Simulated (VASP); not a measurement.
# TiAl2: structure and properties in VASP, part 4 of 6

Wanted: the relaxed cell of TiAl2 and its properties. The start is a cell from a database of measured crystal structures.

VASP 6.6.1; PBEsol; plane waves and PAW (Ti_sv, Al).

So far. Step 5 (Bands along the symmetry lines (PBEsol)): There is no gap at this level. Step 6 (Density of states (PBEsol)): The finer mesh and the other smearing move the Fermi level by -0.00 eV from the 7×7×7 run, a small shift, which tests the Fermi level alone. Of the states within 0.3 eV of the Fermi level, the largest shares in the PAW spheres are Ti d 53 % and Al p 5 %. The rest lies in smaller channels or between the spheres. The relaxed cell has a, b, c = 3.900, 12.050, 3.970 Å (conventional setting).

## Step 7: Electric field gradients (PBEsol)

Field gradients probe how far the charge around each nucleus departs from cubic symmetry; LASPH keeps the non-spherical terms inside the spheres.

INCAR reads:

```
SYSTEM = TiAl2
PREC = Accurate
ENCUT = 400
EDIFF = 1E-07
NELM = 100
ISMEAR = 1
SIGMA = 0.2
LREAL = .FALSE.
ALGO = Normal
GGA = PS
NBANDS = 24
LASPH = .TRUE.
LORBIT = 11
LWAVE = .FALSE.
LCHARG = .FALSE.
KPAR = 4
LEFG = .TRUE.
```

POSCAR reads:

```
TiAl2
1.0
    3.9003963231      0.0000000000      0.0000000000
    0.0000000000      0.0000000000      3.9698210848
    1.9501981615     -6.0251219383      0.0000000000
Ti Al
2 4
Direct
    0.3437692304      0.0000000000      0.3124615392
    0.6562307696      0.0000000000      0.6875384608
    0.0000000000      0.0000000000      0.0000000000
    0.1728241345      0.5000000000      0.6543517311
    0.8271758655      0.5000000000      0.3456482689
    0.5000000000      0.5000000000      0.0000000000
```

KPOINTS reads:

```
Automatic mesh
0
Gamma
7 7 7
0 0 0
```

Potentials, in the order of the species: Ti_sv and Al (PBE family, release 64).

Command:

```
$ mpirun -np 4 vasp_std
```

Log:

```text
[... set-up lines as in an earlier step ...]
 entering main loop
       N       E                     dE             d eps       ncg     rms          rms(c)
[... 13 cycles as in an earlier step ...]
DAV:  14    -0.356388585621E+02    0.17719E-06   -0.29750E-06  4384   0.131E-02    0.168E-03
DAV:  15    -0.356388586720E+02   -0.10993E-06   -0.22797E-07  2968   0.331E-03    0.781E-04
DAV:  16    -0.356388586762E+02   -0.41559E-08   -0.60956E-08  2152   0.239E-03
ion   1
     0.0000000     0.0000000    -0.0000000    -1.4784775    -0.0000000    -0.0158396
     0.0000422     0.0000000    -0.0000000    -1.4784775    -0.0000000    -0.0158396
     0.0000581     0.0000000    -0.0000000    -1.4784775    -0.0000000    -0.0158396
     0.0000800     0.0000000    -0.0000000    -1.4784775    -0.0000000    -0.0158396
     0.0001102     0.0000000    -0.0000000    -1.4784775    -0.0000000    -0.0158396

     0.0000000     0.0000001    -0.0000000   -11.8679010    -0.0000000    -7.5362953
     0.0000422     0.0000001    -0.0000000   -11.8678689    -0.0000000    -7.5362525
     0.0000581     0.0000001    -0.0000000   -11.8678521    -0.0000000    -7.5362287
     0.0000800     0.0000001    -0.0000000   -11.8678256    -0.0000000    -7.5361904
     0.0001102     0.0000001    -0.0000000   -11.8677844    -0.0000000    -7.5361292

ion   2
     0.0000000     0.0000000    -0.0000000    -1.4784775    -0.0000000    -0.0158396
     0.0000422     0.0000000    -0.0000000    -1.4784775    -0.0000000    -0.0158396
     0.0000581     0.0000000    -0.0000000    -1.4784775    -0.0000000    -0.0158396
     0.0000800     0.0000000    -0.0000000    -1.4784775    -0.0000000    -0.0158396
     0.0001102     0.0000000    -0.0000000    -1.4784775    -0.0000000    -0.0158396

     0.0000000     0.0000001    -0.0000000   -11.8679010    -0.0000000    -7.5362953
     0.0000422     0.0000001    -0.0000000   -11.8678689    -0.0000000    -7.5362525
     0.0000581     0.0000001    -0.0000000   -11.8678521    -0.0000000    -7.5362287
     0.0000800     0.0000001    -0.0000000   -11.8678256    -0.0000000    -7.5361904
     0.0001102     0.0000001    -0.0000000   -11.8677844    -0.0000000    -7.5361292

ion   3
     0.0000000     0.0000000     0.0000000    -1.1171644     0.0000000     0.3248222
     0.0000349     0.0000000     0.0000000    -1.1171644     0.0000000     0.3248222
     0.0000480     0.0000000     0.0000000    -1.1171644     0.0000000     0.3248222
     0.0000661     0.0000000     0.0000000    -1.1171644     0.0000000     0.3248222
     0.0000910     0.0000000     0.0000000    -1.1171644     0.0000000     0.3248222

     0.0000000     0.0000000     0.0000000   -19.8234466     0.0000000     5.3753265
     0.0000349     0.0000000     0.0000000   -19.8234196     0.0000000     5.3753192
     0.0000480     0.0000000     0.0000000   -19.8234027     0.0000000     5.3753147
     0.0000661     0.0000000     0.0000000   -19.8233743     0.0000000     5.3753070
     0.0000910     0.0000000     0.0000000   -19.8233274     0.0000000     5.3752944

ion   4
     0.0000000     0.0000000    -0.0000000     0.6418012    -0.0000000     0.4373569
     0.0000349     0.0000000    -0.0000000     0.6418012    -0.0000000     0.4373569
     0.0000480     0.0000000    -0.0000000     0.6418012    -0.0000000     0.4373569
     0.0000661     0.0000000    -0.0000000     0.6418012    -0.0000000     0.4373569
     0.0000910     0.0000000    -0.0000000     0.6418012    -0.0000000     0.4373569

     0.0000000     0.0000000    -0.0000000    11.9537855    -0.0000000     7.8103976
     0.0000349     0.0000000    -0.0000000    11.9537691    -0.0000000     7.8103870
     0.0000480     0.0000000    -0.0000000    11.9537588    -0.0000000     7.8103803
     0.0000661     0.0000000    -0.0000000    11.9537417    -0.0000000     7.8103691
     0.0000910     0.0000000    -0.0000000    11.9537132    -0.0000000     7.8103506

ion   5
     0.0000000     0.0000000    -0.0000000     0.6418012    -0.0000000     0.4373569
     0.0000349     0.0000000    -0.0000000     0.6418012    -0.0000000     0.4373569
     0.0000480     0.0000000    -0.0000000     0.6418012    -0.0000000     0.4373569
     0.0000661     0.0000000    -0.0000000     0.6418012    -0.0000000     0.4373569
     0.0000910     0.0000000    -0.0000000     0.6418012    -0.0000000     0.4373569

     0.0000000     0.0000000    -0.0000000    11.9537855    -0.0000000     7.8103976
     0.0000349     0.0000000    -0.0000000    11.9537691    -0.0000000     7.8103870
     0.0000480     0.0000000    -0.0000000    11.9537588    -0.0000000     7.8103803
     0.0000661     0.0000000    -0.0000000    11.9537417    -0.0000000     7.8103691
     0.0000910     0.0000000    -0.0000000    11.9537132    -0.0000000     7.8103506

ion   6
     0.0000000     0.0000000     0.0000000     0.9065166     0.0000000    -0.8875049
     0.0000349     0.0000000     0.0000000     0.9065166     0.0000000    -0.8875049
     0.0000480     0.0000000     0.0000000     0.9065166     0.0000000    -0.8875049
     0.0000661     0.0000000     0.0000000     0.9065166     0.0000000    -0.8875049
     0.0000910     0.0000000     0.0000000     0.9065166     0.0000000    -0.8875049

     0.0000000     0.0000000     0.0000000    15.9185721     0.0000000   -15.7768651
     0.0000349     0.0000000     0.0000000    15.9185504     0.0000000   -15.7768436
     0.0000480     0.0000000     0.0000000    15.9185368     0.0000000   -15.7768301
     0.0000661     0.0000000     0.0000000    15.9185141     0.0000000   -15.7768076
     0.0000910     0.0000000     0.0000000    15.9184764     0.0000000   -15.7767702

   1 F= -.35638859E+02 E0= -.35639545E+02  d E =0.205895E-02
```

Elapsed: 18 s, on 4 MPI ranks of Intel Xeon Platinum 8559C (Emerald Rapids), shared host; peak memory 0.9 GiB.

Parts of OUTCAR (step 7):

```text
   NELECT =      36.0000    total number of electrons

 E-fermi :   8.6706

 k-point     1 :       0.0000    0.0000    0.0000
  band No.  band energies     occupation
    ...
     14       6.9198      2.00000
     15       7.0430      2.00000
     16       7.9540      2.00000
     17       8.1274      2.00084
     18       8.1630      2.00195
     19       9.0364     -0.02668
     20       9.2339     -0.00050
     21       9.5288     -0.00000
     22       9.6679     -0.00000
     23       9.7182     -0.00000
    ...

  Total       -0.0175045     -0.0160596     -0.0239634     -0.0000000      0.0000000      0.0000000
  in kB       -0.3006182     -0.2758031     -0.4115414     -0.0000000      0.0000000      0.0000000
  external PRESSURE =      -0.3293209 kB  Pullay stress =       0.0000000 kB

 POSITION                                       TOTAL-FORCE (eV/Angst)
 -----------------------------------------------------------------------------------
      1.95020     -1.88262      0.00000         0.000000      0.000026     -0.000000
      3.90040     -4.14250      0.00000        -0.000000     -0.000026      0.000000
      0.00000      0.00000      0.00000         0.000000      0.000000      0.000000
      1.95020     -3.94255      1.98491        -0.000000     -0.002869     -0.000000
      3.90040     -2.08257      1.98491         0.000000      0.002869      0.000000
      1.95020      0.00000      1.98491         0.000000      0.000000      0.000000
 -----------------------------------------------------------------------------------
    total drift:                               -0.000000      0.000000     -0.000000

  FREE ENERGIE OF THE ION-ELECTRON SYSTEM (eV)
  ---------------------------------------------------
  free  energy   TOTEN  =       -35.6388586762 eV

  energy  without entropy=      -35.6409176232  energy(sigma->0) =      -35.63954499

 Electric field gradients after diagonalization (V/A^2)
 (convention: |V_zz| > |V_xx| > |V_yy|)
----------------------------------------------------------------------
 ion       V_xx      V_yy      V_zz     asymmetry (V_yy - V_xx)/ V_zz
----------------------------------------------------------------------
   1      14.906     0.643   -15.550       0.917
   2      14.906     0.643   -15.550       0.917
   3     -18.504    -6.428    24.932       0.484
   4     -15.216    -0.926    16.141       0.885
   5     -15.216    -0.926    16.141       0.885
   6     -19.872    -7.422    27.294       0.456
----------------------------------------------------------------------

[... 10 parts as in an earlier step ...]

[... 7 further parts left out ...]
```

Numbers from this step:

- SCF cycles: 16
- bands: 24
- irreducible k-points: 64
- Fermi energy: 8.671 eV
- pressure: -0.03293 GPa

Electric field gradients, by row:

```tsv
atom	Vxx (V/Å²)	Vyy (V/Å²)	Vzz (V/Å²)	asymmetry
Ti1	14.91	0.643	-15.55	0.917
Ti2	14.91	0.643	-15.55	0.917
Al3	-18.5	-6.428	24.93	0.484
Al4	-15.22	-0.926	16.14	0.885
Al5	-15.22	-0.926	16.14	0.885
Al6	-19.87	-7.422	27.29	0.456
```

The largest gradient, 27.29 V/Å², sits on Al6; times the quadrupole moment of a nucleus that has one, it gives the coupling that NMR and NQR see.

(Continued in part 5 of 6.)

[Lines on the potential files, build, host, timing and source positions are cut from VASP's logs without a mark.]

[Logs are printed without paths, hosts, clocks, repeated set-up lines and the standing remarks that a program may print on its own settings, such as how far it seeks lower states.]

[Hosts, paths, dates, database ids (printed as entryN), source tags and the programs' standing remarks are cut or masked in the printed files.]

[A measured line is paired with the nearest computed mode of its activity, which favours agreement.]

[In band tables of VASP the shares of atoms and orbitals are scaled to a sum of 1 inside the atoms' spheres.]
